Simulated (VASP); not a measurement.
# Lattice of Mo across functionals and dispersion corrections

Which functional gives the lattice of Mo as experiment finds it, and is a dearer one worth its cost? The levels: PBE, LDA, r2SCAN and PBE + D3(BJ). The start is a cell from a database of measured crystal structures.

Calculated with VASP 6.6.1; PBE; plane waves and PAW (Mo_sv), in the first sound run; inputs show where later runs differ.

The experiments to compare with:

For Mo, body-centred cubic (bulk Mo, literature value), “Anisotropic Resistivity Size Effect in Epitaxial Mo(001) and Mo(011) Layers” (2023, pmc:10052566) quotes earlier work: lattice constant a (cubic lattice constant, literature experiment) 3.147 Å [literature experimental value used as input for the DFT calculation; temperature not …].

### Step 1. The structure

Before any relaxation, the start is as follows. Symmetry: Im-3m, No. 229, cubic system. Conventional cell: a = 3.147 Å, b = 3.147 Å, c = 3.147 Å, α = 90.00°, β = 90.00°, γ = 90.00°. Nearest to Mo lie 8 Mo at 2.73 Å.

As a file:

```xyz
1
Lattice="-1.5734 1.5734 1.5734 1.5734 -1.5734 1.5734 1.5734 1.5734 -1.5734" Properties=species:S:1:pos:R:3 pbc="T T T"
Mo    0.0000    0.0000    0.0000
```

### Step 2. Relaxation with PBE

The start need not lie at this functional's minimum. ISIF = 3 frees volume, shape and positions, and EDIFFG sets the threshold on forces and stress at which the search stops. PBE, the usual starting point, adds the gradient of the density.

INCAR

```
SYSTEM = Mo
PREC = Accurate
ENCUT = 520
EDIFF = 1E-06
NELM = 100
ISMEAR = -1
SIGMA = 0.05
LREAL = .FALSE.
ALGO = Normal
GGA = PE
NBANDS = 13
LASPH = .TRUE.
LORBIT = 11
LWAVE = .FALSE.
LCHARG = .FALSE.
KPAR = 2
IBRION = 2
NSW = 60
ISIF = 3
EDIFFG = -0.01
```

POSCAR

```
Mo
1.0
   -1.5734150000      1.5734150000      1.5734150000
    1.5734150000     -1.5734150000      1.5734150000
    1.5734150000      1.5734150000     -1.5734150000
Mo
1
Direct
    0.0000000000      0.0000000000      0.0000000000
```

KPOINTS

```
Automatic mesh
0
Gamma
10 10 10
0 0 0
```

The projector-augmented-wave data sets are Mo_sv (PBE family, release 64).

On the command line:

```console
> mpirun -np 2 vasp_std
```

What it wrote:

```text
[banner, memory and clock lines left out]
running    2 mpi-ranks, on    1 nodes
 distrk:  each k-point on    1 cores,    2 groups
 distr:  one band on    1 cores,    1 groups

 POSCAR found type information on POSCAR Mo
 POSCAR found :  1 types and       1 ions
 LDA part: xc-table for (Slater+PW92), standard interpolation
 POSCAR, INCAR and KPOINTS ok, starting setup
 FFT: planning ... GRIDC
 FFT: planning ... GRID_SOFT
 FFT: planning ... GRID
 WAVECAR not read
 entering main loop
       N       E                     dE             d eps       ncg     rms          rms(c)
DAV:   1     0.927474282557E+02    0.92747E+02   -0.81112E+03  1222   0.110E+03
DAV:   2    -0.104525623369E+02   -0.10320E+03   -0.99181E+02  1417   0.311E+02
DAV:   3    -0.115772821181E+02   -0.11247E+01   -0.11224E+01  1377   0.327E+01
DAV:   4    -0.115797829639E+02   -0.25008E-02   -0.25008E-02  1372   0.189E+00
DAV:   5    -0.115797996548E+02   -0.16691E-04   -0.16691E-04  1357   0.136E-01    0.148E+01
DAV:   6    -0.109950403618E+02    0.58476E+00   -0.72405E-01  1262   0.105E+01    0.400E+00
DAV:   7    -0.109235150438E+02    0.71525E-01   -0.12842E-01  1322   0.421E+00    0.881E-01
DAV:   8    -0.109203360411E+02    0.31790E-02   -0.41170E-03  1262   0.823E-01    0.148E-01
DAV:   9    -0.109203859081E+02   -0.49867E-04   -0.11726E-04  1372   0.138E-01    0.650E-02
DAV:  10    -0.109203905995E+02   -0.46914E-05   -0.14561E-05  1297   0.465E-02    0.181E-03
DAV:  11    -0.109203907781E+02   -0.17856E-06   -0.11308E-07   726   0.415E-03
   1 F= -.10920391E+02 E0= -.10916248E+02  d E =-.109204E+02
 curvature:   0.00 expect dE= 0.000E+00 dE for cont linesearch  0.000E+00
 trial: gam= 0.00000 g(F)=  0.372E-62 g(S)=  0.178E-01 ort = 0.000E+00 (trialstep = 0.100E+01)
 search vector abs. value=  0.178E-01
 bond charge predicted
       N       E                     dE             d eps       ncg     rms          rms(c)
DAV:   1    -0.113647493473E+02   -0.44436E+00   -0.95123E+00  1237   0.409E+01    0.604E+00
DAV:   2    -0.109280049495E+02    0.43674E+00   -0.73737E-01  1222   0.104E+01    0.132E+00
DAV:   3    -0.109034337767E+02    0.24571E-01   -0.88191E-02  1277   0.360E+00    0.753E-01
DAV:   4    -0.109063657023E+02   -0.29319E-02   -0.19939E-03  1262   0.474E-01    0.100E-01
DAV:   5    -0.109064631162E+02   -0.97414E-04   -0.24751E-04  1332   0.189E-01    0.949E-03
DAV:   6    -0.109064646069E+02   -0.14907E-05   -0.27129E-06  1236   0.193E-02    0.299E-03
DAV:   7    -0.109064652638E+02   -0.65684E-06   -0.43220E-08   646   0.219E-03
   2 F= -.10906465E+02 E0= -.10901495E+02  d E =0.139255E-01
 trial-energy change:    0.013926  1 .order    0.013426   -0.017839    0.044690
 step:   0.2757(harm=  0.2853)  dis= 0.00000  next Energy=   -10.922839 (dE=-0.245E-02)
 bond charge predicted
       N       E                     dE             d eps       ncg     rms          rms(c)
DAV:   1    -0.111637919456E+02   -0.25733E+00   -0.48550E+00  1237   0.288E+01    0.553E+00
DAV:   2    -0.109350276050E+02    0.22876E+00   -0.34377E-01  1227   0.742E+00    0.844E-01
DAV:   3    -0.109211466993E+02    0.13881E-01   -0.42506E-02  1277   0.252E+00    0.858E-01
DAV:   4    -0.109227432062E+02   -0.15965E-02   -0.12203E-03  1288   0.376E-01    0.103E-01
DAV:   5    -0.109227970890E+02   -0.53883E-04   -0.63439E-05  1352   0.919E-02    0.109E-02
DAV:   6    -0.109227942137E+02    0.28753E-05   -0.12195E-06   964   0.137E-02    0.855E-04
DAV:   7    -0.109227942818E+02   -0.68192E-07   -0.47397E-08   626   0.249E-03
   3 F= -.10922794E+02 E0= -.10918405E+02  d E =-.240350E-02
 curvature:  -0.14 expect dE=-0.288E-06 dE for cont linesearch -0.288E-06
 trial: gam= 0.00000 g(F)=  0.586E-63 g(S)=  0.202E-05 ort =-0.190E-03 (trialstep = 0.855E+00)
 search vector abs. value=  0.202E-05
 reached required accuracy - stopping structural energy minimisation
```

Wall time 6.6 s (2 MPI ranks of AMD EPYC 9R45, shared host); peak memory 0.22 GiB.

Lines that name or quote the potential files are left out of all logs, and their timing lines are given in words.

Parts of OUTCAR (step 2):

```text
ion  position               nearest neighbor table
   1  0.000  0.000  0.000-

  LATTYP: Found a body centered cubic cell.
 ALAT       =     3.1468300000

 Subroutine GETGRP returns: Found 48 space group operations
 (whereof 48 operations were pure point group operations)

The static configuration has the point symmetry O_h .

 Found     47 irreducible k-points:

   k-points           NKPTS =     47   k-points in BZ     NKDIM =     47   number of bands    NBANDS=     13

   dimension x,y,z NGX =    20 NGY =   20 NGZ =   20
   dimension x,y,z NGXF=    40 NGYF=   40 NGZF=   40

   ENCUT  =  520.0 eV  38.22 Ry    6.18 a.u.   5.07  5.07  5.07*2*pi/ulx,y,z

   NELECT =      14.0000    total number of electrons

 k-points in reciprocal lattice and weights: Automatic mesh
   0.00000000  0.00000000  0.00000000       0.001
   0.10000000  0.00000000  0.00000000       0.012
   0.20000000  0.00000000  0.00000000       0.012
   0.30000000  0.00000000  0.00000000       0.012
   0.40000000  0.00000000  0.00000000       0.012
   0.50000000  0.00000000  0.00000000       0.006
   0.10000000  0.10000000  0.00000000       0.024
   0.20000000  0.10000000  0.00000000       0.048
   0.30000000  0.10000000  0.00000000       0.048
[...]
0.50000000  0.50000000  0.40000000       0.012
   0.50000000  0.50000000  0.50000000       0.001

 average (electrostatic) potential at core
       1 -69.3512

 E-fermi :  12.5331

 k-point     1 :       0.0000    0.0000    0.0000
  band No.  band energies     occupation
    ...
      4     -22.1259      2.00000
      5       5.2219      2.00000
      6      11.0902      2.00000
      7      11.0902      2.00000
      8      11.0902      2.00000
      9      14.0772      0.00000
     10      14.0772      0.00000
     11      27.2369      0.00000
     12      27.2369      0.00000
     13      27.2369      0.00000

 k-point     2 :       0.1000    0.0000    0.0000
  band No.  band energies     occupation
    ...
      4     -22.1269      2.00000
      5       5.6497      2.00000
      6      10.8530      2.00000
      7      11.0399      2.00000
      8      11.4970      2.00000
      9      13.7644      0.00000
     10      14.0866      0.00000
     11      27.5292      0.00000
     12      27.9642      0.00000
     13      28.0146      0.00000

 k-point     3 :       0.2000    0.0000    0.0000
  band No.  band energies     occupation
    ...
      3     -22.2790      2.00000
      4     -22.1296      2.00000
      5       6.6962      2.00000
      6      10.2889      2.00000
      7      10.8439      2.00000
      8      12.6611      0.14374
      9      13.4809      0.00000
     10      14.1570      0.00000
     11      27.6654      0.00000
     12      28.9200      0.00000
    ...

  Total       -0.0037369     -0.0037369     -0.0037369     -0.0000000      0.0000000     -0.0000000
  in kB       -0.3789286     -0.3789286     -0.3789286     -0.0000000      0.0000000     -0.0000000
  external PRESSURE =      -0.3789286 kB  Pullay stress =       0.0000000 kB

  energy-cutoff  :      520.00
  volume of cell :       15.80
      direct lattice vectors                 reciprocal lattice vectors
    -1.580762441  1.580762441  1.580762441     0.000000000  0.316303062  0.316303062
     1.580762441 -1.580762441  1.580762441     0.316303062  0.000000000  0.316303062
     1.580762441  1.580762441 -1.580762441     0.316303062  0.316303062  0.000000000

 POSITION                                       TOTAL-FORCE (eV/Angst)
 -----------------------------------------------------------------------------------
     -0.00000      0.00000      0.00000         0.000000      0.000000     -0.000000
 -----------------------------------------------------------------------------------
    total drift:                                0.000000     -0.000000      0.000000

  FREE ENERGIE OF THE ION-ELECTRON SYSTEM (eV)
  ---------------------------------------------------
  free  energy   TOTEN  =       -10.9227942818 eV

  energy  without entropy=      -10.9140163969  energy(sigma->0) =      -10.91840534

 reached required accuracy - stopping structural energy minimisation

 total charge
# of ion       s       p       d       tot
------------------------------------------
    1        2.376   6.197   3.910  12.483

[... 3 further parts left out ...]
```

CONTCAR:

```
Mo
   1.00000000000000
    -1.5807624405456804    1.5807624405456804    1.5807624405456804
     1.5807624405456804   -1.5807624405456804    1.5807624405456804
     1.5807624405456804    1.5807624405456804   -1.5807624405456804
  Mo
     1
Direct
     0.0000000000000000    0.0000000000000000    0.0000000000000000
```

The k-mesh is coarse for a metal. The run keeps the 48 symmetry operations of its start, so it cannot find a distortion of lower symmetry.

Step by step:

```
step  energy less that of the first step (eV)  largest force (eV/Å)  pressure (GPa)  volume (Å³)
   1                                   0.0000                0.0000            3.61        15.58
   2                                   0.0139                0.0000           -8.60        16.39
   3                                  -0.0024                0.0000           -0.04        15.80
```

```csv
"conventional cell, symmetrised",before,after,change
a (Å),3.147,3.162,+0.5 %
b (Å),3.147,3.162,+0.5 %
c (Å),3.147,3.162,+0.5 %
volume (Å³/atom),15.58,15.80,+1.4 %
```

Final coordinates:

```xyz
1
Lattice="-1.5808 1.5808 1.5808 1.5808 -1.5808 1.5808 1.5808 1.5808 -1.5808" Properties=species:S:1:pos:R:3 pbc="T T T"
Mo    0.0000    0.0000    0.0000
```

Numbers from this step:

```
electrons                       : 14
bands                           : 13
irreducible k-points            : 47
symmetry operations             : 48
free energy (TOTEN)             : -10.92 eV
energy at zero smearing         : -10.92 eV
Fermi energy                    : 12.53 eV
pressure                        : -0.03789 GPa
metallic                        : yes
SCF cycles over all ionic steps : 25
```

It ends with forces that vanish by symmetry and a pressure of -0.04 GPa. The volume lies +1.4 % from that of the database's start. The conventional cell has a = 3.162 Å.

### Step 3. Relaxation with LDA

This step: LDA; plane waves and PAW (Mo_sv) (VASP 6.6.1).

LDA, the lowest rung, knows the local density alone.

Changes to INCAR since step 2:

```diff
@@ -9,3 +9,3 @@
 ALGO = Normal
-GGA = PE
+GGA = CA
 NBANDS = 13
```

POSCAR is that of step 2.

KPOINTS is that of step 2.

On the command line:

```console
> mpirun -np 2 vasp_std
```

What it wrote:

```text
[banner, memory and clock lines left out]
running    2 mpi-ranks, on    1 nodes
 distrk:  each k-point on    1 cores,    2 groups
 distr:  one band on    1 cores,    1 groups

 POSCAR found type information on POSCAR Mo
 POSCAR found :  1 types and       1 ions
|                                                                             |
|               ----> ADVICE to this user running VASP <----                  |
|                                                                             |
|     You enforced a specific xc type in the INCAR file but a different       |
|     [... a line on the potential file left out ...]
|     I HOPE YOU KNOW WHAT YOU ARE DOING!                                     |
|                                                                             |

 LDA part: xc-table for (Slater(with rela. corr.)+CA(PZ))
 , standard interpolation
 POSCAR, INCAR and KPOINTS ok, starting setup
 FFT: planning ... GRIDC
 FFT: planning ... GRID_SOFT
 FFT: planning ... GRID
 WAVECAR not read
 entering main loop
       N       E                     dE             d eps       ncg     rms          rms(c)
DAV:   1     0.909924287675E+02    0.90992E+02   -0.80891E+03  1222   0.110E+03
DAV:   2    -0.118817474819E+02   -0.10287E+03   -0.98846E+02  1422   0.310E+02
DAV:   3    -0.129998136170E+02   -0.11181E+01   -0.11158E+01  1377   0.325E+01
DAV:   4    -0.130022016035E+02   -0.23880E-02   -0.23880E-02  1372   0.184E+00
DAV:   5    -0.130022170916E+02   -0.15488E-04   -0.15487E-04  1357   0.130E-01    0.167E+01
DAV:   6    -0.122659775988E+02    0.73624E+00   -0.87495E-01  1252   0.113E+01    0.419E+00
DAV:   7    -0.121746328429E+02    0.91345E-01   -0.13617E-01  1337   0.419E+00    0.933E-01
DAV:   8    -0.121682436038E+02    0.63892E-02   -0.46321E-03  1252   0.866E-01    0.181E-01
DAV:   9    -0.121681525490E+02    0.91055E-04   -0.11874E-04  1407   0.128E-01    0.758E-02
DAV:  10    -0.121681563623E+02   -0.38133E-05   -0.96769E-06  1282   0.372E-02    0.271E-03
DAV:  11    -0.121681563743E+02   -0.12021E-07   -0.11455E-07   651   0.395E-03
   1 F= -.12168156E+02 E0= -.12164203E+02  d E =-.121682E+02
 curvature:   0.00 expect dE= 0.000E+00 dE for cont linesearch  0.000E+00
 trial: gam= 0.00000 g(F)=  0.469E-63 g(S)=  0.998E-01 ort = 0.000E+00 (trialstep = 0.100E+01)
 search vector abs. value=  0.998E-01
 bond charge predicted
       N       E                     dE             d eps       ncg     rms          rms(c)
DAV:   1    -0.145840747638E+02   -0.24159E+01   -0.52679E+01  1237   0.954E+01    0.246E+01
DAV:   2    -0.122874566394E+02    0.22966E+01   -0.30664E+00  1227   0.236E+01    0.333E+00
DAV:   3    -0.120488746976E+02    0.23858E+00   -0.59499E-01  1282   0.983E+00    0.432E+00
DAV:   4    -0.120604589630E+02   -0.11584E-01   -0.17882E-02  1277   0.148E+00    0.723E-01
DAV:   5    -0.120609873852E+02   -0.52842E-03   -0.18347E-03  1322   0.527E-01    0.538E-02
DAV:   6    -0.120609804652E+02    0.69200E-05   -0.17754E-05  1267   0.472E-02    0.179E-02
DAV:   7    -0.120609786077E+02    0.18575E-05   -0.15209E-06   953   0.156E-02    0.449E-04
DAV:   8    -0.120609786162E+02   -0.84508E-08   -0.80143E-08   636   0.317E-03
   2 F= -.12060979E+02 E0= -.12058145E+02  d E =0.107178E+00
[...]
3 F= -.12181413E+02 E0= -.12177765E+02  d E =-.132569E-01
 curvature:  -0.12 expect dE=-0.142E-04 dE for cont linesearch -0.142E-04
 ZBRENT: interpolating
 opt :   0.2607  next Energy=   -12.181427 (dE=-0.133E-01)
 bond charge predicted
       N       E                     dE             d eps       ncg     rms          rms(c)
DAV:   1    -0.121815868513E+02   -0.17357E-03   -0.33262E-03  1237   0.768E-01    0.152E-01
DAV:   2    -0.121814388838E+02    0.14797E-03   -0.23121E-04  1232   0.192E-01    0.245E-02
DAV:   3    -0.121814276233E+02    0.11260E-04   -0.33857E-05  1272   0.722E-02    0.230E-02
DAV:   4    -0.121814285331E+02   -0.90978E-06   -0.86176E-07   971   0.993E-03
   4 F= -.12181429E+02 E0= -.12177787E+02  d E =-.132722E-01
 curvature:  -0.11 expect dE=-0.707E-06 dE for cont linesearch -0.707E-06
 trial: gam=-0.00789 g(F)=  0.614E-58 g(S)=  0.631E-05 ort = 0.794E-03 (trialstep = 0.852E+00)
 search vector abs. value=  0.499E-09
 reached required accuracy - stopping structural energy minimisation
```

It took 6.6 s on 2 MPI ranks; peak memory 0.21 GiB.

OUTCAR, selected parts (step 3):

```text
The static configuration has the point symmetry O_h .

 Found     47 irreducible k-points:

   NELECT =      14.0000    total number of electrons

 E-fermi :  13.0296

 k-point     1 :       0.0000    0.0000    0.0000
  band No.  band energies     occupation
    ...
      4     -21.3584      2.00000
      5       5.5646      2.00000
      6      11.4731      2.00000
      7      11.4731      2.00000
      8      11.4731      2.00000
      9      14.6111      0.00000
     10      14.6111      0.00000
     11      27.8091      0.00000
     12      27.8091      0.00000
     13      27.8091      0.00000

 k-point     2 :       0.1000    0.0000    0.0000
  band No.  band energies     occupation
    ...
      4     -21.3598      2.00000
      5       6.0159      2.00000
      6      11.2179      2.00000
      7      11.4197      2.00000
      8      11.9086      2.00000
      9      14.2704      0.00000
     10      14.6200      0.00000
     11      28.1341      0.00000
     12      28.5804      0.00000
     13      28.6972      0.00000

  Total       -0.0066049     -0.0066049     -0.0066049      0.0000000      0.0000000      0.0000000
  in kB       -0.7009128     -0.7009128     -0.7009128      0.0000000      0.0000000      0.0000000
  external PRESSURE =      -0.7009128 kB  Pullay stress =       0.0000000 kB

  energy-cutoff  :      520.00
  volume of cell :       15.10
      direct lattice vectors                 reciprocal lattice vectors
    -1.556981201  1.556981201  1.556981201     0.000000000  0.321134256  0.321134256
     1.556981201 -1.556981201  1.556981201     0.321134256  0.000000000  0.321134256
     1.556981201  1.556981201 -1.556981201     0.321134256  0.321134256  0.000000000

 POSITION                                       TOTAL-FORCE (eV/Angst)
 -----------------------------------------------------------------------------------
      0.00000      0.00000      3.11396         0.000000      0.000000     -0.000000
 -----------------------------------------------------------------------------------
    total drift:                               -0.000000     -0.000000      0.000000

  FREE ENERGIE OF THE ION-ELECTRON SYSTEM (eV)
  ---------------------------------------------------
  free  energy   TOTEN  =       -12.1814285331 eV

  energy  without entropy=      -12.1741454375  energy(sigma->0) =      -12.17778699

 total charge
# of ion       s       p       d       tot
------------------------------------------
    1        2.396   6.210   4.008  12.614

[... 8 parts as in an earlier step ...]

[... 5 further parts left out ...]
```

CONTCAR:

```
Mo
   1.00000000000000
    -1.5569812009560886    1.5569812009560886    1.5569812009560886
     1.5569812009560886   -1.5569812009560886    1.5569812009560886
     1.5569812009560886    1.5569812009560886   -1.5569812009560886
  Mo
     1
Direct
     1.0000000000000000    1.0000000000000000    0.0000000000000000
```

The PAW data sets were made with PBE, though LDA sets exist; this is a small mismatch.

Relaxation path:

```csv
step,energy less that of the first step (eV),largest force (eV/Å),pressure (GPa),volume (Å³)
1,0.0000,0.0000,-8.54,15.58
2,0.1072,0.0000,31.87,13.78
3,-0.0133,0.0000,-0.31,15.11
4,-0.0133,0.0000,-0.07,15.10
```

```csv
"conventional cell, symmetrised",before,after,change
a (Å),3.147,3.114,-1.0 %
b (Å),3.147,3.114,-1.0 %
c (Å),3.147,3.114,-1.0 %
volume (Å³/atom),15.58,15.10,-3.1 %
```

Final coordinates:

```xyz
1
Lattice="-1.5570 1.5570 1.5570 1.5570 -1.5570 1.5570 1.5570 1.5570 -1.5570" Properties=species:S:1:pos:R:3 pbc="T T T"
Mo    0.0000    0.0000    0.0000
```

Numbers from this step:

| Item | Value |
| --- | --- |
| free energy (TOTEN) | -12.18 eV |
| energy at zero smearing | -12.18 eV |
| Fermi energy | 13.03 eV |
| pressure | -0.07009 GPa |
| SCF cycles over all ionic steps | 31 |

It ends at 15.10 Å³/atom, -3.1 % from the start, with -0.07 GPa left. The conventional cell has a = 3.114 Å.

(Continued in part 2 of 2.)

[Lines on the potential files, build, host, timing and source positions are cut from VASP's logs without a mark.]

[Logs are printed without paths, hosts, clocks, repeated set-up lines and the standing remarks that a program may print on its own settings, such as how far it seeks lower states.]

[Hosts, paths, dates, database ids (printed as entryN), source tags and the programs' standing remarks are cut or masked in the printed files.]

[A measured line is paired with the nearest computed mode of its activity, which favours agreement.]
